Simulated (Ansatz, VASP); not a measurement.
# Cross-check of Zr8Si5O26 between VASP and Ansatz, part 2 of 2

Wanted: the spread between two codes on one cell, functional and k mesh. The structure shown is frame 85 of Ansatz's trajectory.

VASP 6.6.1 and Ansatz 0.2.0.

So far: The structure; Ansatz: dynamics, PBEsol.

### 3. VASP: single point, PBEsol

Level of this step: PBEsol; plane waves and PAW (Zr_sv, Si, O) (VASP).

The same cell, functional, mesh and smearing now go to VASP, with its own data sets.

Lines of VASP's logs that name or quote its potential files are left out, and so is its time.

The input, INCAR:

```
SYSTEM = Zr8Si5O26
PREC = Accurate
ENCUT = 520
EDIFF = 1E-06
NELM = 120
ISMEAR = -1
SIGMA = 0.025
LREAL = Auto
ALGO = Normal
GGA = PS
NBANDS = 328
LASPH = .TRUE.
LORBIT = 11
LWAVE = .FALSE.
LCHARG = .FALSE.
ISIF = 2
GGA_COMPAT = .FALSE.
EFERMI = MIDGAP
NCORE = 2
```

The input, POSCAR:

```
Zr8Si5O26
1.0
   10.2791000000      0.0000000000      0.0000000000
    0.0000000000     10.2791000000      0.0000000000
    0.0000000000      0.0000000000     10.2791000000
Zr Si O
16 10 52
Direct
    0.7801072078      0.5031666196      0.8264634063
    0.9369594614      0.2059518829      0.1675827650
    0.4397953128      0.5790584779      0.3151540505
    0.5377610880      0.4836804779      0.0196807113
    0.8257921413      0.2198246928      0.6104230915
    0.7382163808      0.1889367746      0.8852428715
    0.7546380520      0.8187389947      0.9885106673
    0.4085377124      0.6172038408      0.6882995593
    0.4568785205      0.1562490880      0.5982138514
    0.1287564086      0.6749715442      0.8106546293
    0.6597464759      0.4783492718      0.4751680595
    0.5498146725      0.2408771196      0.2519967701
    0.2467920343      0.3563346986      0.1804729986
    0.6410872547      0.8768277378      0.3569865066
    0.2228307926      0.9645396971      0.6361646448
    0.3517428569      0.0020721659      0.3074977381
    0.9789475732      0.9619032795      0.7880942884
    0.6874434532      0.7943010575      0.7018999718
    0.3465673065      0.7980854355      0.0628459690
    0.4362930607      0.0457433044      0.9247210359
    0.2110787909      0.3062330360      0.6656711191
    0.0067321069      0.5160082108      0.0704925528
    0.9141267232      0.6670428345      0.3336089735
    0.0075784845      0.9745600296      0.3962117306
    0.1730307128      0.1647906918      0.9166269420
    0.0192429298      0.3919798426      0.4361763189
    0.1610938701      0.4869297896      0.0720685663
    0.8589857089      0.3297759531      0.4474710821
    0.9493924565      0.0765533948      0.5210767480
    0.5513128581      0.7246256968      0.7391600432
    0.2361198938      0.1594594858      0.6032434746
    0.3619577589      0.3504684262      0.6290531272
    0.7028436342      0.6200445564      0.9826638519
    0.4748275627      0.7698339349      0.3370042124
    0.0990845502      0.2130925859      0.0623887305
    0.4261754434      0.0503546030      0.7525367007
    0.5655553502      0.1034818223      0.0025585898
    0.4270510064      0.3446410678      0.1257892228
    0.4205231976      0.6492105340      0.1261880904
    0.8785691354      0.1361986944      0.0020040665
    0.2921851135      0.7843974667      0.6851767178
    0.0555982528      0.8606979210      0.6973762294
    0.3919701141      0.9976748937      0.5133231509
    0.5601949587      0.0393711512      0.2947145178
    0.0049907093      0.5547470109      0.4053273146
    0.2873987022      0.4741757547      0.3327820529
    0.2278701443      0.7590158671      0.9609012462
    0.6910527186      0.8552888872      0.1686237122
    0.1910381259      0.3009796578      0.8344310300
    0.6964909379      0.8466694555      0.5475868510
    0.8916733955      0.0858732768      0.7542489128
    0.9167242268      0.0396727340      0.2856670331
    0.4305338016      0.5440845988      0.8719634987
    0.0921384168      0.3552742944      0.5916860426
    0.6445797784      0.3631835472      0.9213549824
    0.4384430544      0.8933564223      0.9560078217
    0.9925577142      0.5599420183      0.9193703729
    0.3305445029      0.1878569135      0.2862799272
    0.3049196914      0.1211292817      0.9870027532
    0.9114513917      0.3963965717      0.0882081116
    0.7306087109      0.2353513440      0.1909602981
    0.6602815422      0.4896537635      0.6711287953
    0.8616318549      0.3273341051      0.7789300620
    0.7884931560      0.6858382543      0.7427401232
    0.2250683426      0.5368660680      0.7412711230
    0.6680156823      0.1569008960      0.6778122598
    0.7564183635      0.6443365664      0.3640980241
    0.9361714547      0.8793571422      0.9242540689
    0.6880952613      0.9045636291      0.8307925791
    0.9803971165      0.8005467405      0.3951318695
    0.5948088840      0.4682705684      0.2631164207
    0.1709488185      0.9675166114      0.4157562433
    0.4881653063      0.5670827212      0.5041297390
    0.0662022940      0.3165452228      0.3033436779
    0.9368038058      0.6301524453      0.1665418179
    0.2765125351      0.8981039196      0.1676995068
    0.6040217529      0.2796840190      0.4574816861
    0.1265188587      0.0524462258      0.8116372056
```

The input, KPOINTS:

```
Automatic mesh
0
Gamma
1 1 1
0 0 0
```

Potentials, in the order of the species: Zr_sv, Si and O (PBE family, release 64).

Run with:

```bash
> mpirun -np 8 vasp_gam
```

Numbers of over 12 decimals in the logs are rounded to 6 here.

What it wrote:

```text
[banner, memory and clock lines left out]
running    8 mpi-ranks, on    1 nodes
[...]
|                                                                             |
|               ----> ADVICE to this user running VASP <----                  |
|                                                                             |
|     You enforced a specific xc type in the INCAR file but a different       |
|     [... a line on the potential file left out ...]
|     I HOPE YOU KNOW WHAT YOU ARE DOING!                                     |
|                                                                             |

 LDA part: xc-table for (Slater+PW92), standard interpolation
 POSCAR, INCAR and KPOINTS ok, starting setup
[...]
entering main loop
       N       E                     dE             d eps       ncg     rms          rms(c)
DAV:   1     0.667217047348E+04    0.66722E+04   -0.33563E+05   664   0.171E+03
DAV:   2    -0.139578183841E+03   -0.68117E+04   -0.65697E+04   792   0.480E+02
DAV:   3    -0.778957014103E+03   -0.63938E+03   -0.63556E+03   792   0.149E+02
DAV:   4    -0.818964224848E+03   -0.40007E+02   -0.39938E+02  1152   0.311E+01
[...]
DAV:  17    -0.698864599663E+03   -0.14227E-04   -0.22673E-05   664   0.927E-03    0.841E-03
DAV:  18    -0.698864604732E+03   -0.50693E-05   -0.92038E-06   656   0.694E-03    0.348E-03
DAV:  19    -0.698864605585E+03   -0.85207E-06   -0.36903E-06   664   0.420E-03
   1 F= -.69886461E+03 E0= -.69886461E+03  d E =0.000000E+00
```

From OUTCAR (step 3):

```text
  Total      -26.0667213    -46.6012654    -56.0535991      3.3602603     -0.3245004      7.9237822
  in kB      -38.4531319    -68.7453011    -82.6892041      4.9569922     -0.4786968     11.6890128
  external PRESSURE =     -63.2958791 kB  Pullay stress =       0.0000000 kB

 POSITION                                       TOTAL-FORCE (eV/Angst)
 -----------------------------------------------------------------------------------
      8.01880      5.17210      8.49530        -0.061133      1.233625      0.571547
      9.63110      2.11700      1.72260        -3.135345      1.115957      0.818110
      4.52070      5.95220      3.23950        -0.167405      1.181236     -1.649898
      5.52770      4.97180      0.20230        -1.307405      2.988460     -0.655281
      8.48840      2.25960      6.27460         3.068597     -1.700944     -1.489158
      7.58820      1.94210      9.09950         0.113880     -1.948342      1.727233
[...]
4.19940      6.34430      7.07510        -0.033120     -1.328829      0.926495
      4.69630      1.60610      6.14910         0.824293      3.281918     -0.299742
      1.32350      6.93810      8.33280         0.534083      1.403819      1.823817
      6.78160      4.91700      4.88430         1.261923     -0.808667     -0.276492
      5.65160      2.47600      2.59030         3.800975      0.529324      0.142913
      2.53680      3.66280      1.85510        -2.303009     -0.810491      1.498637
      6.58980      9.01300      3.66950        -0.048114     -2.913769     -1.078709
[...]
-----------------------------------------------------------------------------------
    total drift:                               -0.020896      0.012684      0.002748

  FREE ENERGIE OF THE ION-ELECTRON SYSTEM (eV)
  ---------------------------------------------------
  free  energy   TOTEN  =      -698.8646055845 eV

  energy  without entropy=     -698.8646055845  energy(sigma->0) =     -698.86460558

[... 3 further parts left out ...]
[key lines of the parts left out:]
E-fermi :   4.7090
```

The run ends at a pressure of -6.33 GPa, with forces up to 7.5 eV/Å.

### 4. Side by side

Known differences besides the potentials themselves: the cutoff is 420 eV in Ansatz and 520 eV in VASP (PREC = Accurate, projectors in real space); Ansatz makes its cores anew for this functional, VASP keeps those of its PBE data sets. Total energies have different zeros and are not compared.

Forces on 10 of the 78 atoms, those with the largest forces and the largest differences (eV/Å; atoms numbered as in POSCAR):

| atom | Ansatz x, y, z | VASP x, y, z |
| --- | --- | --- |
| Zr5 | 2.973, -1.719, -1.442 | 3.069, -1.701, -1.489 |
| Zr10 | 0.645, 1.298, 1.788 | 0.534, 1.404, 1.824 |
| Zr12 | 3.832, 0.541, 0.134 | 3.801, 0.529, 0.143 |
| Si17 | -0.467, 0.762, 3.669 | -0.456, 0.768, 3.714 |
| Si21 | 4.591, -0.386, 3.240 | 4.565, -0.331, 3.336 |
| O35 | 2.813, -0.701, -1.874 | 2.828, -0.695, -1.882 |
| O54 | -5.004, 2.470, -4.865 | -5.101, 2.509, -4.951 |
| O56 | -0.994, -2.436, 2.156 | -0.990, -2.528, 2.178 |
| O60 | -0.343, -1.255, 0.317 | -0.428, -1.371, 0.332 |
| O65 | -0.893, 0.933, -0.560 | -0.835, 0.803, -0.616 |

The forces differ by 46 meV/Å r.m.s., which is 3.3 % of the r.m.s. force of 1.406 eV/Å (both taken over all components).

### 5. What came out

- r.m.s. force difference (single point, PBEsol): 3.3 % of the r.m.s. force

**Reading.** The r.m.s. force difference is 3.3 % of the r.m.s. force (single point, PBEsol), beyond the 3 % picked in this series as the mark of a large difference. What causes the difference of the single point, PBEsol pair stays open here. 2 further runs of this series are not shown here. Such differences can come from data sets, numerical settings and the points named under the comparisons, not from the functional's error against experiment.

[Lines on the potential files, build, host, timing and source positions are cut from VASP's logs without a mark.]

[Logs are printed without paths, hosts, clocks, repeated set-up lines and the standing remarks that a program may print on its own settings, such as how far it seeks lower states.]

[Hosts, paths, dates, database ids (printed as entryN), source tags and the programs' standing remarks are cut or masked in the printed files.]
